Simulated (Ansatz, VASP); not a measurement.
# BiP in two plane-wave programs, part 2 of 2

Aim: how closely do two programs agree when they are given the same cell, functional and k mesh? The cell is generated by rule, not measured, and may not be a known phase. Of the first pair: The cell is taken from a series of runs on this material, whose earlier steps may have relaxed, scaled, displaced or heated it; both programs get it as it stands.

VASP 6.6.1 and Ansatz 0.2.0.

So far: Starting point; VASP: relaxation of cell and atoms, PBEsol, pair 1; Ansatz: relaxation of cell and atoms, PBEsol, pair 1.

### Step 4. Side by side

Known differences besides the potentials themselves: the cutoff is 897.976 eV in Ansatz and 500 eV in VASP; Ansatz adds a Pulay correction to the stress that steers its cell, VASP none. Total energies have different zeros and are not compared.

The two programs side by side:

| quantity | Ansatz | VASP | difference |
| --- | --- | --- | --- |
| volume (Å³) | 104.58 | 104.71 | -0.13 % |
| edge a after relaxation, in the typed setting (Å) | 3.947 | 3.943 | +0.11 % |
| edge c after relaxation, in the typed setting (Å) | 7.752 | 7.779 | -0.35 % |

### Step 5. VASP: relaxation of cell and atoms, PBEsol, pair 2

The relaxed volume is the usual yardstick between codes: in a stiff, nearly cubic crystal its relative difference is about their pressure difference at one cell divided by the bulk modulus. Its start cell is another than that of the pair before, and may be another structure of the material.

INCAR

```
SYSTEM = BiP
PREC = Accurate
ENCUT = 500
EDIFF = 1E-07
NELM = 120
ISMEAR = 1
SIGMA = 0.15
LREAL = .FALSE.
ALGO = Normal
GGA = PS
NBANDS = 26
LORBIT = 11
LWAVE = .FALSE.
LCHARG = .FALSE.
ISIF = 3
IBRION = 2
NSW = 80
EDIFFG = -0.005
LASPH = .TRUE.
GGA_COMPAT = .FALSE.
NELMIN = 4
KPAR = 2
```

POSCAR

```
BiP
1.0
    3.9624290000     -0.0000030000      0.0000000000
   -1.9812120000      3.4315650000      0.0000000000
    0.0000000000      0.0000000000      7.1888410000
Bi P
2 2
Direct
    0.0000000000      0.0000000000      0.0000000000
    0.0000000000      0.0000000000      0.5000000696
    0.3333334175      0.6666666667      0.2499999652
    0.6666665825      0.3333333333      0.7500000348
```

KPOINTS

```
Automatic mesh
0
Gamma
12 12 6
0 0 0
```

PAW data sets: Bi_d and P (PBE family, release 64).

Launch:

```console
mpirun -np 2 vasp_std
```

Numbers of over 12 decimals in the logs are rounded to 6 here.

The program printed:

```text
[banner, memory and clock lines left out]
running    2 mpi-ranks, on    1 nodes
[...]
[... a notice as in an earlier step ...]

 LDA part: xc-table for (Slater+PW92), standard interpolation
 POSCAR, INCAR and KPOINTS ok, starting setup
[...]
entering main loop
       N       E                     dE             d eps       ncg     rms          rms(c)
DAV:   1     0.376571279708E+03    0.37657E+03   -0.19463E+04  3952   0.165E+03
DAV:   2     0.174209100748E+02   -0.35915E+03   -0.35289E+03  4076   0.434E+02
DAV:   3    -0.185292373805E+02   -0.35950E+02   -0.35233E+02  5110   0.148E+02
DAV:   4    -0.199240081942E+02   -0.13948E+01   -0.13856E+01  4654   0.297E+01
[...]
DAV:  12    -0.194066816833E+02    0.26698E-05   -0.11691E-05  4898   0.214E-02    0.441E-03
DAV:  13    -0.194066818193E+02   -0.13600E-06   -0.88211E-07  4008   0.548E-03    0.165E-03
DAV:  14    -0.194066818596E+02   -0.40260E-07   -0.34515E-08  2324   0.182E-03
   1 F= -.19406682E+02 E0= -.19405794E+02  d E =-.194067E+02
[...]
DAV:   4    -0.194066997998E+02    0.40210E-06   -0.28743E-05  4480   0.490E-02    0.501E-03
DAV:   5    -0.194066982127E+02    0.15872E-05   -0.33388E-06  5490   0.205E-02    0.202E-03
DAV:   6    -0.194066981311E+02    0.81590E-07   -0.40814E-07  3680   0.787E-03
   2 F= -.19406698E+02 E0= -.19405805E+02  d E =-.162715E-04
 trial-energy change:   -0.000016  1 .order   -0.000020   -0.000081    0.000040
 step:   0.6207(harm=  0.6665)  dis= 0.00000  next Energy=   -19.406706 (dE=-0.242E-04)
[...]
N       E                     dE             d eps       ncg     rms          rms(c)
DAV:   1    -0.194068307942E+02   -0.13258E-03   -0.38377E-03  4896   0.790E-01    0.600E-02
DAV:   2    -0.194067283429E+02    0.10245E-03   -0.21778E-04  4820   0.199E-01    0.258E-02
DAV:   3    -0.194067059483E+02    0.22395E-04   -0.98459E-05  5030   0.125E-01    0.426E-03
DAV:   4    -0.194067070938E+02   -0.11455E-05   -0.41200E-06  4452   0.185E-02    0.191E-03
DAV:   5    -0.194067078228E+02   -0.72903E-06   -0.45143E-07  4716   0.768E-03    0.696E-04
DAV:   6    -0.194067078749E+02   -0.52024E-07   -0.58379E-08  2118   0.306E-03
   3 F= -.19406708E+02 E0= -.19405817E+02  d E =-.260153E-04
[...]
reached required accuracy - stopping structural energy minimisation
```

OUTCAR, selected parts (step 5):

```text
  Total       -0.0110124     -0.0110124      0.0037423      0.0000000     -0.0000000     -0.0000000
  in kB       -0.1803301     -0.1803300      0.0612812      0.0000000     -0.0000000     -0.0000000
  external PRESSURE =      -0.0997930 kB  Pullay stress =       0.0000000 kB

 POSITION                                       TOTAL-FORCE (eV/Angst)
 -----------------------------------------------------------------------------------
     -0.00000      0.00000      7.19273        -0.000000      0.000000      0.000000
     -0.00000      0.00000      3.59637        -0.000000      0.000000      0.000000
      0.00000      2.28817      1.79818        -0.000000      0.000000      0.000000
      1.98162      1.14409      5.39455         0.000000     -0.000000     -0.000000
 -----------------------------------------------------------------------------------
    total drift:                               -0.000000      0.000000     -0.000482

  FREE ENERGIE OF THE ION-ELECTRON SYSTEM (eV)
  ---------------------------------------------------
  free  energy   TOTEN  =       -19.4067078749 eV

  energy  without entropy=      -19.4040348781  energy(sigma->0) =      -19.40581688

[... 2 parts as in an earlier step ...]

[... 2 further parts left out ...]
[key lines of the parts left out:]
E-fermi :   7.3601
```

The run keeps the 24 symmetry operations of its start, so it cannot find a distortion of lower symmetry.

### Step 6. Ansatz: relaxation of cell and atoms, PBEsol, pair 2

The same cell, functional, mesh and smearing now go to Ansatz, which takes its cutoff from its data sets.

The cell is taken from a series of runs on this material, whose earlier steps may have relaxed, scaled, displaced or heated it; both programs get it as it stands.

input.yaml

```yaml
crystal:
  lattice:
    - [3.9624288206, -2.7981e-06, 0.0]
    - [-1.9812119871, 3.4315654184, 0.0]
    - [0.0, 0.0, 7.1888414587]
  atoms:
    - { symbol: Bi, position: [0.0, 0.0, 0.0] }
    - { symbol: Bi, position: [0.0, 0.0, 0.5] }
    - { symbol: P, position: [0.3333333333, 0.6666666667, 0.25] }
    - { symbol: P, position: [0.6666666667, 0.3333333333, 0.75] }
kpoints:
  mp_grid: { grid: [12, 12, 6] }
hamiltonian:
  xc: pbesol
  pseudopotentials: { kind: nc }
scf:
  occupations: { method: methfessel_paxton, width: 0.15 }
output:
  forces: true
  stress: true
  eigenvalues: true
relax:
  adjacent_minimum: "off"
  f_tol: 0.001
  max_steps: 60
  cell: { stress_tol: 0.01 }
```

Launch:

```console
ansatz run input.yaml --threads 4 --pin off --max-ram 7168MiB --backend cpu --events-out ev --progress --plain --runs-dir out
```

The program printed:

```text
[...]
Crystal: 4 atoms, lattice volume = 97.749 Å³
Basis set: ecut = 897.975746 eV, 5963 PW (Γ), exchange–correlation on 80×80×144 points (8 copies of the dense FFT grid, shifted against one another)
Bands: 24, of which v1, the nominal top of the filled ones, is band 20 counted from 1 (19 counted from 0)
Symmetry: 24 space group operations
[...]
k-points: 76 of 864
[...]
--- Relaxed structure (2 steps of the walk, 2 accepted, 1 SCFs on fresh bases) ---
[...]
cell:  # Å, volume = 97.7252 Å³
    - [3.961252, -2.7972538994110452e-6, 0.0]
    - [-1.980623, 3.430546, 0.0]
    - [0.0, 0.0, 7.191360]
  atoms:
    - { symbol: Bi, position: [0, 0, 0.0] }
    - { symbol: Bi, position: [0, 0, 0.5] }
    - { symbol: P, position: [0.333333, 0.666667, 0.25] }
    - { symbol: P, position: [0.666667, 0.333333, 0.75] }
[key lines of the parts left out:]
SCF converged after 5 iterations
Free energy (F): -4821.250596 eV
Fermi energy:    10.321859 eV
P = ⅓ Tr σ = -0.0003 GPa (-0.003 kbar)
```

### Step 7. Differences

Both answers:

| quantity | Ansatz | VASP | difference |
| --- | --- | --- | --- |
| volume (Å³) | 97.73 | 97.84 | -0.12 % |
| edge a after relaxation, in the typed setting (Å) | 3.961 | 3.963 | -0.05 % |
| edge c after relaxation, in the typed setting (Å) | 7.191 | 7.193 | -0.02 % |

### Step 8. VASP: relaxation of cell and atoms, PBEsol, pair 3

The relaxed volume is the usual yardstick between codes: in a stiff, nearly cubic crystal its relative difference is about their pressure difference at one cell divided by the bulk modulus. Its start cell is another than that of the pair before, and may be another structure of the material.

INCAR, as its differences from that of step 5:

```diff
@@ -5,4 +5,4 @@
 NELM = 120
-ISMEAR = 1
-SIGMA = 0.15
+ISMEAR = 0
+SIGMA = 0.1
 LREAL = .FALSE.
```

POSCAR

```
BiP
1.0
    3.9646054387     -0.0000029060      0.0000000000
   -1.9823002917      3.4334506033      0.0000000000
    0.0000000000      0.0000000000      7.1909130845
Bi P
2 2
Direct
    0.0000000000      0.0000000000      0.0000000000
    0.0000000000      0.0000000000      0.5000000000
    0.3333334149      0.6666666667      0.2500000000
    0.6666665851      0.3333333333      0.7500000000
```

KPOINTS is that of step 5.

Launch:

```console
mpirun -np 2 vasp_std
```

The program printed:

```text
[... set-up lines as in an earlier step ...]
 entering main loop
       N       E                     dE             d eps       ncg     rms          rms(c)
DAV:   1     0.374613763208E+03    0.37461E+03   -0.19613E+04  3952   0.165E+03
DAV:   2     0.176911629987E+02   -0.35692E+03   -0.35093E+03  4056   0.431E+02
DAV:   3    -0.185300676762E+02   -0.36221E+02   -0.35438E+02  5058   0.148E+02
DAV:   4    -0.199253750238E+02   -0.13953E+01   -0.13886E+01  4590   0.298E+01
[...]
DAV:  12    -0.194105045572E+02    0.31908E-05   -0.13244E-05  4924   0.229E-02    0.495E-03
DAV:  13    -0.194105047398E+02   -0.18263E-06   -0.10995E-06  4002   0.561E-03    0.171E-03
DAV:  14    -0.194105047878E+02   -0.47991E-07   -0.36457E-08  2278   0.180E-03
   1 F= -.19410505E+02 E0= -.19406077E+02  d E =-.194105E+02
[...]
N       E                     dE             d eps       ncg     rms          rms(c)
DAV:   1    -0.194106303222E+02   -0.12558E-03   -0.36788E-03  4972   0.768E-01    0.590E-02
DAV:   2    -0.194105276881E+02    0.10263E-03   -0.21018E-04  4792   0.194E-01    0.251E-02
DAV:   3    -0.194105058629E+02    0.21825E-04   -0.96955E-05  5030   0.123E-01    0.407E-03
DAV:   4    -0.194105071437E+02   -0.12809E-05   -0.43598E-06  4224   0.193E-02    0.163E-03
DAV:   5    -0.194105078060E+02   -0.66223E-06   -0.63065E-07  4756   0.817E-03    0.916E-04
DAV:   6    -0.194105078461E+02   -0.40109E-07   -0.57731E-08  2160   0.343E-03
   2 F= -.19410508E+02 E0= -.19406080E+02  d E =-.305831E-05
 trial-energy change:   -0.000003  1 .order   -0.000004   -0.000011    0.000002
 step:   0.7167(harm=  0.8461)  dis= 0.00000  next Energy=   -19.410508 (dE=-0.337E-05)
 reached required accuracy - stopping structural energy minimisation
```

Parts of OUTCAR (step 8):

```text
  Total        0.0012992      0.0012992      0.0198260     -0.0000000     -0.0000000      0.0000000
  in kB        0.0212778      0.0212778      0.3246964     -0.0000000     -0.0000000      0.0000000
  external PRESSURE =       0.1224174 kB  Pullay stress =       0.0000000 kB

 POSITION                                       TOTAL-FORCE (eV/Angst)
 -----------------------------------------------------------------------------------
      3.96361     -0.00000      0.00000         0.000000      0.000000      0.000000
      3.96361     -0.00000      3.59522         0.000000      0.000000      0.000000
      0.00000      2.28839      1.79761         0.000000     -0.000000     -0.000000
      1.98181      1.14419      5.39283        -0.000000      0.000000      0.000000
 -----------------------------------------------------------------------------------
    total drift:                                0.000000     -0.000000      0.000000

  FREE ENERGIE OF THE ION-ELECTRON SYSTEM (eV)
  ---------------------------------------------------
  free  energy   TOTEN  =       -19.4105078461 eV

  energy  without entropy=      -19.4016528951  energy(sigma->0) =      -19.40608037

[... 2 parts as in an earlier step ...]

[... 2 further parts left out ...]
[key lines of the parts left out:]
E-fermi :   7.3637
```

### Step 9. Ansatz: relaxation of cell and atoms, PBEsol, pair 3

Its own start cell and the same functional, mesh and smearing now go to Ansatz, which takes its cutoff from its data sets.

The two relaxations start from unlike cells of this crystal (the structure described is Ansatz's start), so only their ends are compared.

input.yaml

```yaml
crystal:
  lattice:
    - [4.08793, 0.0, 0.0]
    - [-2.04396, 3.54025, 0.0]
    - [0.0, 0.0, 6.54068]
  atoms:
    - { symbol: Bi, position: [0.0, 0.0, 0.0] }
    - { symbol: Bi, position: [0.0, 0.0, 0.5] }
    - { symbol: P, position: [0.333333, 0.666667, 0.25] }
    - { symbol: P, position: [0.666667, 0.333333, 0.75] }
kpoints:
  mp_grid: { grid: [12, 12, 6] }
hamiltonian:
  xc: pbesol
  pseudopotentials: { kind: nc }
scf:
  occupations: { method: gaussian, width: 0.1 }
output:
  forces: true
  stress: true
  eigenvalues: true
  write_density: true
  write_potential: true
  elf: true
  volumetric_format: npy
relax:
  adjacent_minimum: "off"
  f_tol: 0.005
  max_steps: 80
  cell: { stress_tol: 0.05 }
```

Launch:

```console
ansatz run input.yaml --threads 4 --pin off --max-ram 7168MiB --backend cpu --events-out ev --progress --plain --runs-dir out
```

The program printed:

```text
[...]
cell:  # Å, volume = 97.7490 Å³
    - [3.962429, -2.7981273446403675e-6, 5.173655336876388e-18]
    - [-1.981212, 3.431565, -2.5868245044553026e-18]
    - [8.277839850959016e-18, 0, 7.188841]
  atoms:
    - { symbol: Bi, position: [0, 0, 0] }
    - { symbol: Bi, position: [0, 0, 0.500000] }
    - { symbol: P, position: [0.333333, 0.666667, 0.250000] }
    - { symbol: P, position: [0.666667, 0.333333, 0.750000] }
[key lines of the parts left out:]
SCF converged after 4 iterations
Free energy (F): -4821.254336 eV
Fermi energy:    10.320079 eV
P = ⅓ Tr σ = -0.0008 GPa (-0.008 kbar)
```

### Step 10. Side by side

The two programs side by side:

| quantity | Ansatz | VASP | difference |
| --- | --- | --- | --- |
| volume (Å³) | 97.75 | 97.83 | -0.08 % |
| edge a after relaxation, in the typed setting (Å) | 3.962 | 3.964 | -0.03 % |
| edge c after relaxation, in the typed setting (Å) | 7.189 | 7.190 | -0.02 % |

### Step 11. Results

```
difference in edge c after relaxation, in the typed setting (relaxation of cell and atoms, PBEsol, pair 1) : -0.35 %
difference in volume (relaxation of cell and atoms, PBEsol, pair 2)                                        : -0.12 %
difference in volume (relaxation of cell and atoms, PBEsol, pair 3)                                        : -0.082 %
```

**Reading.** The difference in edge c after relaxation, in the typed setting is -0.35 % (relaxation of cell and atoms, PBEsol, pair 1), within the 1.2 % picked in this series as the mark of a large difference, as far as the stopping tolerances let one tell. How closely two codes agree says nothing of how well the functional describes the real material.

[Lines on the potential files, build, host, timing and source positions are cut from VASP's logs without a mark.]

[Logs are printed without paths, hosts, clocks, repeated set-up lines and the standing remarks that a program may print on its own settings, such as how far it seeks lower states.]

[Hosts, paths, dates, database ids (printed as entryN), source tags and the programs' standing remarks are cut or masked in the printed files.]
